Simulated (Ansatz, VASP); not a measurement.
# Cross-check of Hf2CSO (Hf2COS MXene bilayer, AA) between VASP and Ansatz, part 2 of 2

One calculation is typed for both programs; each brings its own data sets. How far apart do they land? The cell is taken from a series of runs on this material, whose earlier steps may have relaxed, scaled, displaced or heated it; both programs get it as it stands.

VASP 6.6.1 and Ansatz 0.2.0.

So far: Set-up; Ansatz: single point, PBE, spin-orbit coupling.

## Step 3: VASP: single point, PBE, spin-orbit coupling

Level of this step: PBE, spin-orbit coupling; plane waves and PAW (S, Hf_pv, C, O) (VASP).

The same cell, functional, mesh and smearing now go to VASP, with its own data sets.

Lines of VASP's logs that name or quote its potential files are left out, and so is its time.

File INCAR:

```
SYSTEM = Hf2CSO
PREC = Accurate
ENCUT = 520
EDIFF = 1E-06
NELM = 200
ISMEAR = -1
SIGMA = 0.05
LREAL = .FALSE.
ALGO = Normal
GGA = PE
LNONCOLLINEAR = .TRUE.
MAGMOM = 0 0 0 0 0 0 0 0 0 0 0 0 0 0 0 0 0 0 0 0 0 0 0 0 0 0 0 0 0 0
NBANDS = 92
GGA_COMPAT = .FALSE.
LASPH = .TRUE.
LSORBIT = .TRUE.
LMAXMIX = 4
LORBIT = 11
LWAVE = .FALSE.
LCHARG = .FALSE.
ISIF = 2
LDIPOL = .TRUE.
IDIPOL = 3
DIPOL = 0.5 0.5 0.507
LVHAR = .TRUE.
NELMDL = -8
KPAR = 2
```

File POSCAR:

```
Hf2CSO
1.0
    3.2964894399      0.0000000000      0.0000000000
   -1.6482447200      2.8548435983      0.0000000000
    0.0000000000      0.0000000000     30.5835276738
S Hf C O
2 4 2 2
Direct
    0.3333333333      0.6666666667      0.2942760592
    0.3333333333      0.6666666667      0.5384469604
    0.6666666666      0.3333333334      0.3466288221
    0.3333333333      0.6666666667      0.4338471977
    0.6666666666      0.3333333334      0.5906621522
    0.3333333333      0.6666666667      0.6769038171
    1.0000000000      0.0000000000      0.3877923023
    1.0000000000      0.0000000000      0.6323590316
    0.6666666666      0.3333333334      0.4593874431
    0.6666666666      0.3333333334      0.7057239408
```

File KPOINTS:

```
Automatic mesh
0
Gamma
12 12 1
0 0 0
```

PAW data sets: S, Hf_pv, C and O (PBE family, release 64).

Started as:

```
$ mpirun -np 2 vasp_ncl
```

Numbers of over 12 decimals in the logs are rounded to 6 here.

What it wrote:

```text
[banner, memory and clock lines left out]
running    2 mpi-ranks, on    1 nodes
 distrk:  each k-point on    1 cores,    2 groups
 distr:  one band on    1 cores,    1 groups

 POSCAR found type information on POSCAR S HfC O
 POSCAR found :  4 types and      10 ions
 LDA part: xc-table for (Slater+PW92), standard interpolation
 POSCAR, INCAR and KPOINTS ok, starting setup
 FFT: planning ... GRIDC
 FFT: planning ... GRID_SOFT
 FFT: planning ... GRID
 WAVECAR not read
 entering main loop
       N       E                     dE             d eps       ncg     rms          rms(c)
DAV:   1     0.507706372987E+03    0.50771E+03   -0.36987E+04  6672   0.137E+03
DAV:   2    -0.565122607755E+02   -0.56422E+03   -0.54457E+03  6992   0.363E+02
DAV:   3    -0.108499082453E+03   -0.51987E+02   -0.50802E+02  6952   0.930E+01
DAV:   4    -0.110461814586E+03   -0.19627E+01   -0.19527E+01  7136   0.189E+01
DAV:   5    -0.110531815092E+03   -0.70001E-01   -0.69921E-01  7000   0.336E+00
DAV:   6    -0.110535037903E+03   -0.32228E-02   -0.32213E-02  7264   0.733E-01
DAV:   7    -0.110535182493E+03   -0.14459E-03   -0.14454E-03  7024   0.146E-01
DAV:   8    -0.110535190514E+03   -0.80212E-05   -0.80194E-05  6944   0.342E-02    0.131E+02
DAV:   9    -0.965543271727E+02    0.13981E+02   -0.66718E+01  6232   0.324E+01    0.941E+01
DAV:  10    -0.108143278266E+03   -0.11589E+02   -0.39300E+01  7656   0.273E+01    0.369E+01
DAV:  11    -0.668956223620E+03   -0.56081E+03   -0.54764E+03  9228   0.130E+02    0.543E+02
DAV:  12    -0.611311387014E+03    0.57645E+02   -0.79164E+02  7616   0.947E+01    0.178E+02
DAV:  13    -0.554737124834E+02    0.55584E+03   -0.22230E+03  8992   0.799E+01    0.106E+02
DAV:  14    -0.962425006074E+02   -0.40769E+02   -0.41996E+02  7512   0.583E+01    0.244E+01
[...]
DAV:  63    -0.962204577641E+02    0.23429E-04   -0.30010E-05  8092   0.548E-02    0.206E-01
DAV:  64    -0.962204657403E+02   -0.79762E-05   -0.22175E-05  6192   0.185E-02    0.194E-01
DAV:  65    -0.962204834589E+02   -0.17719E-04   -0.51849E-06  6712   0.113E-02    0.183E-01
DAV:  66    -0.962205035790E+02   -0.20120E-04   -0.25710E-06  5792   0.920E-03    0.163E-01
DAV:  67    -0.962205585264E+02   -0.54947E-04   -0.60002E-06  5700   0.118E-02    0.136E-01
DAV:  68    -0.962206244574E+02   -0.65931E-04   -0.17323E-05  6092   0.231E-02    0.951E-02
DAV:  69    -0.962207002182E+02   -0.75761E-04   -0.26656E-05  6944   0.264E-02    0.559E-02
DAV:  70    -0.962207011304E+02   -0.91228E-06   -0.92541E-06  6584   0.250E-02
   1 F= -.96220701E+02 E0= -.96217102E+02  d E =-.719872E-02  mag=     0.0000    -0.0000     0.0000
```

From OUTCAR (step 3):

```text
ion  position               nearest neighbor table
   1  0.333  0.667  0.294-   3 2.49   3 2.49   3 2.49
   2  0.333  0.667  0.538-   5 2.48   5 2.48   5 2.48   4 3.20
   3  0.667  0.333  0.347-   7 2.28   7 2.28   7 2.28   1 2.49   1 2.49   1 2.49   4 3.28   4 3.28
                             4 3.28
   4  0.333  0.667  0.434-   9 2.06   9 2.06   9 2.06   7 2.37   7 2.37   7 2.37   2 3.20   3 3.28
                             3 3.28   3 3.28
   5  0.667  0.333  0.591-   8 2.29   8 2.29   8 2.29   2 2.48   2 2.48   2 2.48   6 3.25   6 3.25
                             6 3.25
   6  0.333  0.667  0.677-  10 2.10  10 2.10  10 2.10   8 2.34   8 2.34   8 2.34   5 3.25   5 3.25
                             5 3.25
   7  0.000  0.000  0.388-   3 2.28   3 2.28   3 2.28   4 2.37   4 2.37   4 2.37
   8  0.000  0.000  0.632-   5 2.29   5 2.29   5 2.29   6 2.34   6 2.34   6 2.34
   9  0.667  0.333  0.459-   4 2.06   4 2.06   4 2.06
  10  0.667  0.333  0.706-   6 2.10   6 2.10   6 2.10

  LATTYP: Found a hexagonal cell.
 ALAT       =     3.2964894399
 C/A-ratio  =     9.2776052317

 Subroutine GETGRP returns: Found  6 space group operations
 (whereof  6 operations were pure point group operations)

The static configuration has the point symmetry C_3v.

 Found     31 irreducible k-points:

   k-points           NKPTS =     31   k-points in BZ     NKDIM =     31   number of bands    NBANDS=     92

   dimension x,y,z NGX =    28 NGY =   28 NGZ =  240
   dimension x,y,z NGXF=    56 NGYF=   56 NGZF=  480

   ENCUT  =  520.0 eV  38.22 Ry    6.18 a.u.   6.13  6.13 56.87*2*pi/ulx,y,z

   NELECT =      72.0000    total number of electrons

 k-points in reciprocal lattice and weights: Automatic mesh
   0.00000000  0.00000000  0.00000000       0.007
   0.08333333 -0.00000000  0.00000000       0.021
  -0.08333333  0.00000000  0.00000000       0.021
   0.16666667 -0.00000000  0.00000000       0.021
  -0.16666667  0.00000000  0.00000000       0.021
   0.25000000  0.00000000  0.00000000       0.021
  -0.25000000  0.00000000  0.00000000       0.021
   0.33333333  0.00000000  0.00000000       0.021
  -0.33333333  0.00000000  0.00000000       0.021
[...]
-0.33333333 -0.25000000  0.00000000       0.042
   0.33333333  0.33333333  0.00000000       0.014

 dipolmoment           0.000000      0.000000     -0.092750 electrons x Angstroem

 average (electrostatic) potential at core
       1 -90.4402       2 -90.9434       3 -41.5198       4 -42.5201       5 -41.9262
       6 -42.8771       7 -53.3901       8 -53.8100       9 -76.0682      10 -76.2451

 E-fermi :  -0.0278

 k-point     1 :       0.0000    0.0000    0.0000
  band No.  band energies     occupation
    ...
     62      -1.5787      1.00000
     63      -0.7905      1.00000
     64      -0.7905      1.00000
     65      -0.0485      0.60172
     66      -0.0485      0.60172
     67       0.0555      0.15886
     68       0.0555      0.15886
     69       0.5348      0.00001
     70       0.5348      0.00001
     71       0.6466      0.00000
    ...

 k-point     2 :       0.0833   -0.0000    0.0000
  band No.  band energies     occupation
    ...
     66      -0.6558      1.00000
     67      -0.3311      0.99768
     68      -0.3018      0.99585
     69      -0.1463      0.91438
     70      -0.0529      0.62287
     71       0.2323      0.00547
     72       0.2646      0.00288
     73       1.2118      0.00000
     74       1.2956      0.00000
     75       1.6885      0.00000
    ...

 k-point     3 :      -0.0833    0.0000    0.0000
  band No.  band energies     occupation
    ...
     66      -0.6558      1.00000
     67      -0.3311      0.99768
     68      -0.3018      0.99585
     69      -0.1463      0.91438
     70      -0.0529      0.62286
     71       0.2323      0.00547
     72       0.2646      0.00288
     73       1.2118      0.00000
     74       1.2956      0.00000
     75       1.6885      0.00000
    ...

  Total        8.9015276      8.9015276      7.1208954     -0.0000000      0.0000000      0.0000000
  in kB       49.5511273     49.5511273     39.6390833     -0.0000000      0.0000000      0.0000000
  external PRESSURE =      46.2471127 kB  Pullay stress =       0.0000000 kB

  energy-cutoff  :      520.00
  volume of cell :      287.82
      direct lattice vectors                 reciprocal lattice vectors
     3.296489440  0.000000000  0.000000000     0.303353012  0.175140943  0.000000000
    -1.648244720  2.854843598  0.000000000     0.000000000  0.350281886  0.000000000
     0.000000000  0.000000000 30.583527674     0.000000000  0.000000000  0.032697340

 POSITION                                       TOTAL-FORCE (eV/Angst)
 -----------------------------------------------------------------------------------
     -0.00000      1.90323      9.00000        -0.000000      0.000000     -0.568905
     -0.00000      1.90323     16.46761         0.000000      0.000000     -0.248082
      1.64824      0.95161     10.60113        -0.000000      0.000000     -0.129989
     -0.00000      1.90323     13.26858        -0.000000      0.000000     -0.062696
      1.64824      0.95161     18.06453        -0.000000      0.000000     -0.124739
     -0.00000      1.90323     20.70211        -0.000000      0.000000      0.073122
      0.00000      0.00000     11.86006        -0.000000      0.000000      0.093149
      0.00000      0.00000     19.33977        -0.000000      0.000000      0.079271
      1.64824      0.95161     14.04969         0.000000     -0.000000      0.336257
      1.64824      0.95161     21.58353         0.000000      0.000000      0.552612
 -----------------------------------------------------------------------------------
    total drift:                                0.000002     -0.000001     -0.002431

  FREE ENERGIE OF THE ION-ELECTRON SYSTEM (eV)
  ---------------------------------------------------
  free  energy   TOTEN  =       -96.2207011304 eV

  energy  without entropy=      -96.2135024076  energy(sigma->0) =      -96.21710177

 vacuum level on the upper side and lower side of the slab         4.493         6.300

 Spin-Orbit-Coupling matrix elements
 Ion:    1  E_soc:     -0.0037555
 Ion:    2  E_soc:     -0.0033440
 Ion:    3  E_soc:     -1.2895406
 Ion:    4  E_soc:     -1.2617818
 Ion:    5  E_soc:     -1.2904114
 Ion:    6  E_soc:     -1.2635771
 Ion:    7  E_soc:     -0.0002105
 Ion:    8  E_soc:     -0.0001985
 Ion:    9  E_soc:     -0.0006450
 Ion:   10  E_soc:     -0.0006192

 total charge
# of ion       s       p       d       tot
------------------------------------------
    1        1.356   2.419   0.000   3.775
    2        1.348   2.455   0.000   3.803
    3        0.331   6.712   1.670   8.714
    4        0.318   6.698   1.605   8.622
    5        0.328   6.704   1.685   8.717
    6        0.315   6.682   1.579   8.575
    7        0.870   1.545   0.000   2.415
    8        0.869   1.548   0.000   2.417
    9        1.574   3.519   0.000   5.093
   10        1.567   3.493   0.000   5.060
--------------------------------------------------
tot          8.876  41.776   6.539  57.191

 magnetization (x)
# of ion       s       p       d       tot
------------------------------------------
    1        0.000   0.000   0.000   0.000
    2        0.000   0.000   0.000   0.000
    3        0.000   0.000   0.000   0.000
    4        0.000   0.000  -0.000  -0.000
    5        0.000  -0.000   0.000   0.000
    6        0.000   0.000   0.000   0.000
    7        0.000   0.000   0.000   0.000
    8        0.000   0.000   0.000   0.000
    9        0.000   0.000   0.000   0.000
   10       -0.000  -0.000   0.000  -0.000
--------------------------------------------------
tot          0.000   0.000  -0.000  -0.000

 magnetization (y)
# of ion       s       p       d       tot
------------------------------------------
    1        0.000   0.000   0.000   0.000
    2       -0.000   0.000   0.000  -0.000
    3       -0.000   0.000   0.000  -0.000
    4        0.000   0.000   0.000   0.000
    5        0.000   0.000   0.000   0.000
    6        0.000   0.000   0.000   0.000
    7        0.000   0.000   0.000   0.000
    8        0.000   0.000   0.000   0.000
    9        0.000   0.000   0.000   0.000
   10        0.000   0.000   0.000   0.000
--------------------------------------------------
tot          0.000   0.000   0.000   0.000

 magnetization (z)
# of ion       s       p       d       tot
------------------------------------------
    1        0.000   0.000   0.000   0.000
    2        0.000   0.000   0.000   0.000
    3       -0.000   0.000  -0.000  -0.000
    4       -0.000   0.000   0.000   0.000
    5        0.000   0.000   0.000   0.000
    6        0.000   0.000   0.000   0.000
    7       -0.000   0.000   0.000   0.000
    8        0.000   0.000   0.000   0.000
    9        0.000   0.000   0.000   0.000
   10        0.000  -0.000   0.000  -0.000
--------------------------------------------------
tot          0.000   0.000   0.000   0.000

[... 3 further parts left out ...]
```

Harder data sets than Hf_pv exist (the GW ones), and pressures, volumes and forces can shift noticeably with them.

## Step 4: Differences

Known differences besides the potentials themselves: spin-orbit coupling enters by fully relativistic files in Ansatz and inside the spheres in VASP; the data sets hold 136 valence electrons in Ansatz (on its fully relativistic PAW (standard-fr) files) and 72 in VASP; the cutoff is 420 eV in Ansatz and 520 eV in VASP. Total energies have different zeros and are not compared.

The two programs side by side:

| quantity | Ansatz | VASP | difference |
| --- | --- | --- | --- |
| work function, lower of the two faces (eV) | 4.42 | 4.52 | -0.10 |
| work function, higher of the two faces (eV) | 6.32 | 6.33 | -0.01 |

VASP's last cycles still show a density residual of 6e-03, so its state may not be settled. With vacuum in the cell, a pressure given here is an average over mostly empty space and none of the material.

## Step 5: Results

```
difference in work function, lower of the two faces (single point, PBE, spin-orbit coupling) : -0.10 eV
```

In words: The difference in work function, lower of the two faces is -0.10 eV (single point, PBE, spin-orbit coupling). The data sets hold unlike numbers of valence electrons (136 in Ansatz and 72 in VASP), so part of the differences comes from the potentials. Such differences can come from data sets, numerical settings and the points named under the comparisons, not from the functional's error against experiment.

[Lines on the potential files, build, host, timing and source positions are cut from VASP's logs without a mark.]

[Logs are printed without paths, hosts, clocks, repeated set-up lines and the standing remarks that a program may print on its own settings, such as how far it seeks lower states.]

[Hosts, paths, dates, database ids (printed as entryN), source tags and the programs' standing remarks are cut or masked in the printed files.]
